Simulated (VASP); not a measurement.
OSZICAR of a VASP run on W (bcc):

**OSZICAR**
```
       N       E                     dE             d eps       ncg     rms          rms(c)
DAV:   1     0.652593942565E+02    0.65259E+02   -0.68158E+03  2651   0.123E+03
DAV:   2    -0.122506643895E+02   -0.77510E+02   -0.75110E+02  2859   0.298E+02
DAV:   3    -0.135509463425E+02   -0.13003E+01   -0.12900E+01  3028   0.390E+01
DAV:   4    -0.135574227078E+02   -0.64764E-02   -0.64762E-02  2832   0.297E+00
DAV:   5    -0.135574750763E+02   -0.52368E-04   -0.52368E-04  2970   0.266E-01    0.211E+01
RMM:   6    -0.130750372147E+02    0.48244E+00   -0.52988E-01  2771   0.776E+00    0.880E+00
RMM:   7    -0.129468690276E+02    0.12817E+00   -0.41557E-01  2887   0.664E+00    0.799E-01
RMM:   8    -0.129440508878E+02    0.28181E-02   -0.15685E-02  3222   0.142E+00    0.149E-01
RMM:   9    -0.129441977199E+02   -0.14683E-03   -0.26215E-03  3196   0.634E-01    0.797E-02
RMM:  10    -0.129442250699E+02   -0.27350E-04   -0.32849E-04  3383   0.250E-01    0.209E-02
RMM:  11    -0.129442231976E+02    0.18724E-05   -0.89787E-05  3240   0.129E-01    0.501E-03
RMM:  12    -0.129442263308E+02   -0.31333E-05   -0.26209E-05  3067   0.662E-02    0.171E-02
RMM:  13    -0.129442262940E+02    0.36879E-07   -0.34278E-06  2411   0.260E-02
   1 F= -.12944226E+02 E0= -.12944383E+02  d E =0.469147E-03
```

Problem. Which electronic solver shows in the log?

Solution. It is blocked Davidson (ALGO = Normal, or the opening steps of other solvers) and then RMM-DIIS (ALGO = Fast or VeryFast). The INCAR had ALGO = Fast.

Problem. Can the final energy be trusted as converged?

Solution. The calculation finished and met its thresholds. It stopped with EDIFF = 1E-6, NELM = 100 (PBE GGA, plane waves, VASP's PBE PAW potentials (set 64)).

The compound is W in the bcc structure. The cell was not relaxed at this level. The run is one of a series of settings (ALGO = Fast against the base run), some of them coarse on purpose.
